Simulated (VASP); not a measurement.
## ZnCdSe2 (space group P3m1): computed properties

These are PBEsol GGA, VASP's PBE PAW potentials (set 64) (plane waves; VASP 6.6.1) values and carry that method's errors.

For ZnCdSe2, the space group is P3m1 (156). The cell is a = 4.124 Å, b = 4.124 Å, c = 6.828 Å, α = 90.00°, β = 90.00°, γ = 120.00° and the volume per atom comes out as 25.14 Å³/atom. The band gap (over mesh and band path) is 0.65 eV. The smallest direct gap (over mesh and band path) comes out as 0.65 eV. The Hill bulk modulus is 57.7 GPa, the Hill shear modulus is 19.5 GPa and the Poisson's ratio is 0.348. The band-edge character without spin-orbit coupling is direct, Γ to Γ. The band gap with spin-orbit coupling is 0.53 eV and the density is 5.54 g/cm³. The optical Γ-point spectrum is 40 (×2), 148, 184 (×2), 186, 186 (×2), 212 cm⁻¹ and the C11 is 81.8 GPa. The C12 comes out as 45.5 GPa. The C13 comes out as 39.8 GPa, the C33 is 107 GPa and the C44 is 16.6 GPa. The C66 is 18.1 GPa.

CdZnSe$_{2}$ is taken in the trigonal space group P3m1 (No. 156), Pearson symbol hP4. Conventional cell: a = b = 4.124 Å, c = 6.828 Å, α = β = 90.00°, γ = 120.00°. Zn on 1a has 4 Se at 2.436–2.492 Å (tetrahedral). Cd on 1c has 4 Se at 2.596–2.624 Å (tetrahedral). Se1 on 1c is coordinated by 3 Zn at 2.492 Å and 1 Cd at 2.624 Å (tetrahedral). Se2 on 1a is surrounded by 1 Zn at 2.436 Å and 3 Cd at 2.596 Å (tetrahedral). (Neighbours: up to the widest gap in distance over summed covalent radii, below 1.35, at either atom; cation-cation and far metal-metal contacts left out.)

The structure comes from a computed database's ZnCdSe2 entry (P3m1); how it stands against other phases isn't given here. It was relaxed first, which changed the volume by -6 %. Symmetry was kept, so distortions that lower it aren't found.
